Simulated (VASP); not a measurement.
**Ga2Te2S with PBEsol + D3(BJ): from relaxation to properties**

Aim: relax Ga2Te2S, then compute properties on the relaxed cell. The steps: rough relaxation of the start cell, relaxing cell and atoms (PBEsol + D3(BJ)), single point with fields (PBEsol + D3(BJ)), band structure (PBEsol + D3(BJ)), density of states (PBEsol + D3(BJ)), band structure (TB-mBJ) and bands along the symmetry lines (PBEsol + D3(BJ) + SOC). The cell is invented: it takes the structure of a Materials Project entry for Ga2S3 (space group 44 there), with some of its atoms replaced by other elements, volume scaled by an estimate. It may not be a known or stable phase.

Main program and level: VASP 6.6.1; PBEsol with D3(BJ); plane waves and PAW (Te, Ga_d, S), in the first sound run; inputs show where later runs differ.

## 1. The starting structure

Before any relaxation, the start is as follows. It takes space group Imm2 (No. 44, orthorhombic). Conventional cell: a = 3.892 Å, b = 11.808 Å, c = 5.666 Å, α = 90.00°, β = 90.00°, γ = 90.00°. Nearest to Te lie 3 Ga at 2.46 Å. Nearest to Ga lie 1 S at 2.33 Å and 3 Te at 2.46 Å. Nearest to S lie 2 Ga at 2.33 Å. It derives from Ga2S3. it takes the structure of a Materials Project entry for Ga2S3 (space group 44 there), with some of its atoms replaced by other elements, volume scaled by an estimate. Farther neighbours and most contacts between anions are not listed.

## 2. Rough relaxation of the start cell

The start is only an estimate, so a cheap relaxation brings it near a minimum before any careful run. PBEsol restores the gradient expansion of exchange and is tuned for the cells of solids. A dispersion term adds the long-range attraction that semilocal functionals lack. D3 with Becke-Johnson damping keeps a finite attraction at short range.

INCAR reads:

```
SYSTEM = Ga2Te2S
PREC = Normal
ENCUT = 400
EDIFF = 1E-05
NELM = 60
ISMEAR = 0
SIGMA = 0.05
LREAL = .FALSE.
ALGO = Fast
GGA = PS
IVDW = 12
NBANDS = 28
LORBIT = 11
LWAVE = .FALSE.
LCHARG = .FALSE.
KPAR = 2
IBRION = 2
NSW = 40
ISIF = 3
EDIFFG = -0.04
```

POSCAR reads:

```
Ga2Te2S
1.0
   -1.9462080000      5.9039160000      2.8329840000
    1.9462080000     -5.9039160000      2.8329840000
    1.9462080000      5.9039160000     -2.8329840000
Te Ga S
2 2 1
Direct
    0.9074766600      0.2417238300      0.6657528300
    0.5759710000      0.2417238300      0.3342471700
    0.1664207900      0.0073656600      0.1590551300
    0.8483105300      0.0073656600      0.8409448700
    0.2518200300      0.2518200300      0.0000000000
```

KPOINTS reads:

```
Automatic mesh
0
Gamma
5 5 5
0 0 0
```

The projector-augmented-wave data sets are Te, Ga_d and S (PBE family, release 64).

Command:

```
> mpirun -np 2 vasp_std
```

What it wrote:

```text
[banner, memory and clock lines left out]
running    2 mpi-ranks, on    1 nodes
 distrk:  each k-point on    1 cores,    2 groups
 distr:  one band on    1 cores,    1 groups

 POSCAR found type information on POSCAR TeGaS
 POSCAR found :  3 types and       5 ions
|                                                                             |
|               ----> ADVICE to this user running VASP <----                  |
|                                                                             |
|     You enforced a specific xc type in the INCAR file but a different       |
|     [... a line on the potential file left out ...]
|     I HOPE YOU KNOW WHAT YOU ARE DOING!                                     |
|                                                                             |

 LDA part: xc-table for (Slater+PW92), standard interpolation
 POSCAR, INCAR and KPOINTS ok, starting setup
 FFT: planning ... GRIDC
 FFT: planning ... GRID_SOFT
 FFT: planning ... GRID
 WAVECAR not read
 entering main loop
       N       E                     dE             d eps       ncg     rms          rms(c)
DAV:   1     0.307479284068E+03    0.30748E+03   -0.17415E+04  1520   0.167E+03
DAV:   2     0.188386698639E+02   -0.28864E+03   -0.27946E+03  1732   0.406E+02
DAV:   3    -0.180567188660E+02   -0.36895E+02   -0.36278E+02  1776   0.126E+02
DAV:   4    -0.197132870774E+02   -0.16566E+01   -0.16501E+01  2020   0.279E+01
DAV:   5    -0.197485842499E+02   -0.35297E-01   -0.35284E-01  2016   0.378E+00    0.111E+01
RMM:   6    -0.191130658752E+02    0.63552E+00   -0.11149E+00  1862   0.614E+00    0.702E+00
RMM:   7    -0.190519755522E+02    0.61090E-01   -0.49557E-01  1867   0.264E+00    0.235E+00
RMM:   8    -0.190380153069E+02    0.13960E-01   -0.92071E-02  1704   0.181E+00    0.316E-01
RMM:   9    -0.190359825246E+02    0.20328E-02   -0.13465E-02  1973   0.842E-01    0.211E-01
RMM:  10    -0.190363991860E+02   -0.41666E-03   -0.39765E-03  2152   0.361E-01    0.114E-01
RMM:  11    -0.190364438254E+02   -0.44639E-04   -0.62670E-04  1952   0.156E-01    0.384E-02
RMM:  12    -0.190364519697E+02   -0.81443E-05   -0.16599E-04  1628   0.779E-02    0.115E-02
RMM:  13    -0.190364553229E+02   -0.33532E-05   -0.40840E-05  1095   0.474E-02
   1 F= -.20624755E+02 E0= -.20624755E+02  d E =-.206248E+02
 curvature:   0.00 expect dE= 0.000E+00 dE for cont linesearch  0.000E+00
 trial: gam= 0.00000 g(F)=  0.108E+01 g(S)=  0.987E+00 ort = 0.000E+00 (trialstep = 0.100E+01)
 search vector abs. value=  0.206E+01
 bond charge predicted
       N       E                     dE             d eps       ncg     rms          rms(c)
DAV:   1    -0.240109845944E+02   -0.49745E+01   -0.33469E+02  2148   0.253E+02    0.176E+01
RMM:   2    -0.207051473288E+02    0.33058E+01   -0.37225E+01  1863   0.589E+01    0.754E+00
RMM:   3    -0.199211302577E+02    0.78402E+00   -0.99502E+00  1808   0.281E+01    0.237E+00
RMM:   4    -0.199213010216E+02   -0.17076E-03   -0.29710E+00  2063   0.110E+01    0.165E+00
RMM:   5    -0.199421243905E+02   -0.20823E-01   -0.36359E-01  2276   0.420E+00    0.163E+00
RMM:   6    -0.199408949751E+02    0.12294E-02   -0.91641E-02  1911   0.277E+00    0.901E-01
RMM:   7    -0.199297024533E+02    0.11193E-01   -0.29026E-02  2052   0.128E+00    0.398E-01
RMM:   8    -0.199266490593E+02    0.30534E-02   -0.11053E-02  1903   0.910E-01    0.165E-01
RMM:   9    -0.199268941252E+02   -0.24507E-03   -0.33272E-03  2311   0.386E-01    0.144E-01
RMM:  10    -0.199269286307E+02   -0.34505E-04   -0.33274E-04  2079   0.139E-01    0.146E-01
RMM:  11    -0.199270566613E+02   -0.12803E-03   -0.12234E-04  1758   0.871E-02    0.144E-01
RMM:  12    -0.199266089081E+02    0.44775E-03   -0.77282E-04  1753   0.253E-01    0.167E-01
RMM:  13    -0.199265206111E+02    0.88297E-04   -0.14335E-04  1458   0.104E-01    0.158E-01
RMM:  14    -0.199265457903E+02   -0.25179E-04   -0.32500E-05  1085   0.458E-02    0.159E-01
RMM:  15    -0.199265214959E+02    0.24294E-04   -0.27571E-05  1160   0.498E-02    0.185E-01
RMM:  16    -0.199265278191E+02   -0.63231E-05   -0.11216E-05   918   0.305E-02
   2 F= -.21310299E+02 E0= -.21310299E+02  d E =-.685544E+00
[... from here on, the cycles between the ionic steps are left out ...]
   3 F= -.21355219E+02 E0= -.21355219E+02  d E =-.730464E+00
   4 F= -.21356496E+02 E0= -.21356496E+02  d E =-.731741E+00
   5 F= -.21434843E+02 E0= -.21434843E+02  d E =-.783472E-01
   6 F= -.21435101E+02 E0= -.21435101E+02  d E =-.786057E-01
   7 F= -.21462803E+02 E0= -.21462803E+02  d E =-.277013E-01
   8 F= -.21468024E+02 E0= -.21468024E+02  d E =-.329226E-01
   9 F= -.21490368E+02 E0= -.21490368E+02  d E =-.223437E-01
  10 F= -.21529312E+02 E0= -.21529312E+02  d E =-.612882E-01
  11 F= -.21531399E+02 E0= -.21531399E+02  d E =-.633746E-01
  12 F= -.21541905E+02 E0= -.21541905E+02  d E =-.105060E-01
  13 F= -.21543575E+02 E0= -.21543575E+02  d E =-.121760E-01
  14 F= -.21551024E+02 E0= -.21551024E+02  d E =-.744965E-02
  15 F= -.21552635E+02 E0= -.21552635E+02  d E =-.906057E-02
  16 F= -.21550746E+02 E0= -.21550746E+02  d E =-.717139E-02
  17 F= -.21552755E+02 E0= -.21552755E+02  d E =-.918051E-02
  18 F= -.21555648E+02 E0= -.21555648E+02  d E =-.289271E-02
  19 F= -.21555716E+02 E0= -.21555716E+02  d E =-.296131E-02
  20 F= -.21557133E+02 E0= -.21557133E+02  d E =-.141696E-02
  21 F= -.21557257E+02 E0= -.21557257E+02  d E =-.154075E-02
  22 F= -.21557166E+02 E0= -.21557166E+02  d E =-.144963E-02
  23 F= -.21557278E+02 E0= -.21557278E+02  d E =-.156165E-02
  24 F= -.21557261E+02 E0= -.21557261E+02  d E =-.154411E-02
  25 F= -.21557279E+02 E0= -.21557279E+02  d E =-.156298E-02
  26 F= -.21557685E+02 E0= -.21557685E+02  d E =-.405237E-03
  27 F= -.21557813E+02 E0= -.21557813E+02  d E =-.533732E-03
 curvature:  -0.88 expect dE=-0.422E-03 dE for cont linesearch -0.510E-05
 trial: gam= 0.56672 g(F)=  0.267E-03 g(S)=  0.211E-03 ort = 0.695E-04 (trialstep = 0.990E+00)
 search vector abs. value=  0.826E-03
 bond charge predicted
       N       E                     dE             d eps       ncg     rms          rms(c)
DAV:   1    -0.199711764273E+02   -0.39982E-02   -0.11351E-01  2108   0.256E+00    0.244E-01
RMM:   2    -0.199705353949E+02    0.64103E-03   -0.39852E-03  1900   0.585E-01    0.108E-01
RMM:   3    -0.199703800462E+02    0.15535E-03   -0.14449E-03  1871   0.297E-01    0.351E-02
RMM:   4    -0.199703989464E+02   -0.18900E-04   -0.40295E-04  2004   0.135E-01    0.477E-02
RMM:   5    -0.199704062225E+02   -0.72762E-05   -0.50732E-05  1193   0.526E-02
  28 F= -.21558213E+02 E0= -.21558213E+02  d E =-.400185E-03
 trial-energy change:   -0.000400  1 .order   -0.000206   -0.000512    0.000100
 step:   0.9317(harm=  0.8279)  dis= 0.00334  next Energy=   -21.558216 (dE=-0.403E-03)
 reached required accuracy - stopping structural energy minimisation
```

Elapsed: 11 min, on 2 MPI ranks of Intel Xeon Platinum 8488C (Sapphire Rapids), shared host; peak memory 0.52 GiB; 21 min of CPU time.

The logs omit lines about the potential files and the build; timing stands in the text.

From OUTCAR (step 2):

```text
ion  position               nearest neighbor table
   1  0.907  0.242  0.666-   4 2.46   3 2.46   3 2.46
   2  0.576  0.242  0.334-   3 2.46   4 2.46   4 2.46
   3  0.166  0.007  0.159-   5 2.33   2 2.46   1 2.46   1 2.46
   4  0.848  0.007  0.841-   5 2.33   1 2.46   2 2.46   2 2.46
   5  0.252  0.252  0.000-   3 2.33   4 2.33

  LATTYP: Found a body centered orthorhombic cell.
 ALAT       =     3.8924160000
 B/A-ratio  =     1.4556429734
 C/A-ratio  =     3.0335483155

 Subroutine GETGRP returns: Found  4 space group operations
 (whereof  4 operations were pure point group operations)

The static configuration has the point symmetry C_2v.

 Found     27 irreducible k-points:

   k-points           NKPTS =     27   k-points in BZ     NKDIM =     27   number of bands    NBANDS=     28

   dimension x,y,z NGX =    36 NGY =   36 NGZ =   36
   dimension x,y,z NGXF=    72 NGYF=   72 NGZF=   72

   ENCUT  =  400.0 eV  29.40 Ry    5.42 a.u.  11.14 11.14 11.14*2*pi/ulx,y,z

   NELECT =      44.0000    total number of electrons

 k-points in reciprocal lattice and weights: Automatic mesh
   0.00000000  0.00000000  0.00000000       0.008
   0.20000000 -0.00000000  0.00000000       0.032
   0.40000000 -0.00000000  0.00000000       0.032
  -0.00000000  0.20000000  0.00000000       0.032
   0.20000000  0.20000000  0.00000000       0.064
   0.40000000  0.20000000  0.00000000       0.064
  -0.40000000  0.20000000  0.00000000       0.064
  -0.20000000  0.20000000 -0.00000000       0.032
  -0.00000000  0.40000000  0.00000000       0.032
[...]
0.40000000 -0.40000000  0.40000000       0.016
  -0.40000000 -0.40000000  0.40000000       0.016

 Edisp (eV)   -1.59063

 average (electrostatic) potential at core
       1 -89.2673       2 -89.2673       3 -65.4886       4 -65.4886       5 -86.2975

 E-fermi :   4.8586

 k-point     1 :       0.0000    0.0000    0.0000
  band No.  band energies     occupation
    ...
     18       2.6965      2.00000
     19       2.7692      2.00000
     20       4.3378      2.00000
     21       4.6078      2.00000
     22       4.6292      2.00000
     23       6.0784      0.00000
     24       7.1605      0.00000
     25       7.7421      0.00000
     26       8.8244      0.00000
     27       9.1487      0.00000
    ...

 k-point     2 :       0.2000   -0.0000    0.0000
  band No.  band energies     occupation
    ...
     18       2.6011      2.00000
     19       3.1184      2.00000
     20       3.2367      2.00000
     21       4.2459      2.00000
     22       4.3463      2.00000
     23       6.6969      0.00000
     24       7.1126      0.00000
     25       7.9707      0.00000
     26       8.7020      0.00000
     27       9.1326      0.00000
    ...

 k-point     3 :       0.4000   -0.0000    0.0000
  band No.  band energies     occupation
    ...
     18       2.7742      2.00000
     19       2.9596      2.00000
     20       3.3702      2.00000
     21       3.7567      2.00000
     22       3.8736      2.00000
     23       6.3090      0.00000
     24       6.9159      0.00000
     25       8.1951      0.00000
     26       8.8354      0.00000
     27       8.9851      0.00000
    ...

 Edisp (eV)   -1.58781

  Total      -0.14034    -0.18276    -0.12469     0.00000     0.00000     0.00000
  in kB      -1.72142    -2.24165    -1.52944     0.00000     0.00000     0.00000
  external pressure =       -1.83 kB  Pullay stress =        0.00 kB

  energy-cutoff  :      400.00
  volume of cell :      130.62
      direct lattice vectors                 reciprocal lattice vectors
    -2.027516272  5.884851051  2.736885404     0.000000000  0.084963918  0.182689417
     2.027516272 -5.884851051  2.736885404     0.246607145  0.000000000  0.182689417
     2.027516272  5.884851051 -2.736885404     0.246607145  0.084963918  0.000000000

 POSITION                                       TOTAL-FORCE (eV/Angst)
 -----------------------------------------------------------------------------------
     -0.00000      7.61489      1.17374        -0.000000      0.013887      0.001082
     -0.00000      4.15481      1.17374        -0.000000     -0.013887      0.001082
      0.00000      1.75829      0.13195         0.000000     -0.017561      0.007017
     -0.00000     10.01141      0.13195        -0.000000      0.017561      0.007017
      0.00000      0.00000      1.49395         0.000000     -0.000000     -0.016199
 -----------------------------------------------------------------------------------
    total drift:                                0.000011      0.000019     -0.003371

  FREE ENERGIE OF THE ION-ELECTRON SYSTEM (eV)
  ---------------------------------------------------
  free  energy   TOTEN  =       -21.5582133569 eV

  energy  without entropy=      -21.5582133569  energy(sigma->0) =      -21.55821336

 reached required accuracy - stopping structural energy minimisation

 total charge
# of ion       s       p       d       tot
------------------------------------------
    1        1.387   2.000   0.036   3.424
    2        1.387   2.000   0.036   3.424
    3        0.876   0.770  10.013  11.659
    4        0.876   0.770  10.013  11.659
    5        1.345   2.350   0.000   3.695
--------------------------------------------------
tot          5.872   7.891  20.097  33.860

[... 3 further parts left out ...]
```

CONTCAR:

```
Ga2Te2S
   1.00000000000000
    -2.0275162719032767    5.8848510506984066    2.7368854041931456
     2.0275162719032767   -5.8848510506984066    2.7368854041931456
     2.0275162719032767    5.8848510506984066   -2.7368854041931456
  Te              Ga              S
     2     2     1
Direct
     0.8614207843637587    0.2144296493153856    0.6469911350483729
     0.5674385142670195    0.2144296493153856    0.3530088649516269
     0.1734963894701615    0.0241050180021936    0.1493913714679679
     0.8747136465342259    0.0241050180021935    0.8506086285320321
     0.2729296753648309    0.2729296753648309    0.0000000000000000
```

The gap is read on the k-mesh alone, so it is an upper bound where the band edges lie off the mesh. This relaxation is a rough one on cheap settings, only to bring the start near its minimum. The PAW data sets were made with PBE, which is usual practice but a small mismatch for other functionals. The run keeps the 4 symmetry operations of its start, so it cannot find a distortion of lower symmetry.

The steps of the relaxation (22 of 28):

```
step  energy less that of the first step (eV)  largest force (eV/Å)  pressure (GPa)  volume (Å³)
   1                                   0.0000                2.5933            6.15       130.21
   2                                  -0.6855                0.5637           -0.97       149.79
   4                                  -0.7317                0.6923           -1.56       145.46
   5                                  -0.8101                0.5353           -0.30       141.41
   6                                  -0.8103                0.5846           -0.02       141.19
   7                                  -0.8380                0.3532           -0.39       140.05
   9                                  -0.8656                0.3151           -0.41       137.90
  10                                  -0.9046                0.1584            0.26       133.37
  11                                  -0.9066                0.1009            0.56       131.80
  13                                  -0.9188                0.1071           -0.35       132.31
  14                                  -0.9263                0.1150            0.00       131.34
  15                                  -0.9279                0.1538            0.01       130.81
  16                                  -0.9260                0.2930            0.59       129.74
  18                                  -0.9309                0.1254            0.01       130.80
  19                                  -0.9310                0.1223           -0.10       130.86
  20                                  -0.9324                0.0498            0.07       130.67
  22                                  -0.9324                0.0849            0.11       130.52
  23                                  -0.9325                0.0535           -0.01       130.60
  24                                  -0.9325                0.0746            0.11       130.56
  25                                  -0.9325                0.0581           -0.03       130.59
  27                                  -0.9331                0.0497            0.10       130.39
  28                                  -0.9335                0.0189           -0.18       130.62
```

```
conventional cell, symmetrised  before   after  change
                         a (Å)   3.892   4.055  +4.2 %
                         b (Å)  11.808  11.770  -0.3 %
                         c (Å)   5.666   5.474  -3.4 %
              volume (Å³/atom)   26.04   26.12  +0.3 %
```

The atoms that moved most (Å, as changes of fractional coordinates times the final cell):

```
atom     dx      dy      dz  length
 Te1  0.000  -0.221  -0.149   0.267
 Te2  0.000   0.221  -0.149   0.267
 Ga4  0.000   0.114   0.092   0.146
 Ga3  0.000  -0.114   0.092   0.146
  S5  0.000   0.000   0.116   0.116
```

The relaxed structure:

```cif
data_structure
_symmetry_space_group_name_H-M 'P 1'
_symmetry_Int_Tables_number 1
_cell_length_a 6.7995
_cell_length_b 6.7995
_cell_length_c 6.7995
_cell_angle_alpha 145.302
_cell_angle_beta 60.123
_cell_angle_gamma 132.529
_cell_volume 130.62
loop_
_atom_site_label
_atom_site_type_symbol
_atom_site_fract_x
_atom_site_fract_y
_atom_site_fract_z
_atom_site_occupancy
Te1 Te 0.86142 0.21443 0.64699 1
Te2 Te 0.56744 0.21443 0.35301 1
Ga3 Ga 0.17350 0.02411 0.14939 1
Ga4 Ga 0.87471 0.02411 0.85061 1
S5 S 0.27293 0.27293 0.00000 1
```

Numbers from this step:

* electrons: 44
* bands: 28
* irreducible k-points: 27
* symmetry operations: 4
* free energy (TOTEN): -21.56 eV
* Fermi energy: 4.859 eV
* pressure: -0.1831 GPa
* metallic: no
* valence top at k: 0, 0, 0
* conduction bottom at k: -0.4, -0.4, 0.4
* least direct gap at k: -0.4, -0.4, 0.4
* SCF cycles over all ionic steps: 204
* gap on the k-mesh: 0.9736 eV
* least direct gap on the k-mesh: 1.404 eV

It ends with a largest force of 0.019 eV/Å and a pressure of -0.18 GPa.

(Continued in part 2 of 4.)

[Lines on the potential files, build, host, timing and source positions are cut from VASP's logs without a mark.]

[Logs are printed without paths, hosts, clocks, repeated set-up lines and the standing remarks that a program may print on its own settings, such as how far it seeks lower states.]

[Hosts, paths, dates, database ids (printed as entryN), source tags and the programs' standing remarks are cut or masked in the printed files.]

[A measured line is paired with the nearest computed mode of its activity, which favours agreement.]
